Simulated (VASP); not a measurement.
Input:

```xyz
4
Lattice="3.8404 0.0000 0.0000 0.0000 3.8404 0.0000 0.0000 0.0000 4.7889" Properties=species:S:1:pos:R:3 pbc="T T T"
Sn     1.9202     3.8404     3.6289
Sn     3.8404     1.9202     1.1600
O      1.9202     1.9202     0.0000
O      0.0000     0.0000     0.0000
```

Calculation: optB86b-vdW, VASP's PBE PAW potentials (set 64) (plane waves; VASP). Numerical set-up: 520 eV cut-off, 7×7×5 Γ-centred mesh, tetrahedra with Blöchl corrections, potentials Sn_d O.

The cores are frozen, which limits the accuracy of field gradients.

### Question
Give the principal components of the electric field gradient (V/Å²) and the asymmetry η at each nucleus.

### Answer

| atom | Vxx | Vyy | Vzz | η |
|---|---|---|---|---|
| Sn1 | 81.2 | 81.2 | -162.5 | 0.00 |
| Sn2 | 81.2 | 81.2 | -162.5 | 0.00 |
| O3 | -0.6 | -0.6 | 1.2 | 0.00 |
| O4 | -0.6 | -0.6 | 1.2 | 0.00 |

The compound is SnO in the litharge structure. It was relaxed first.
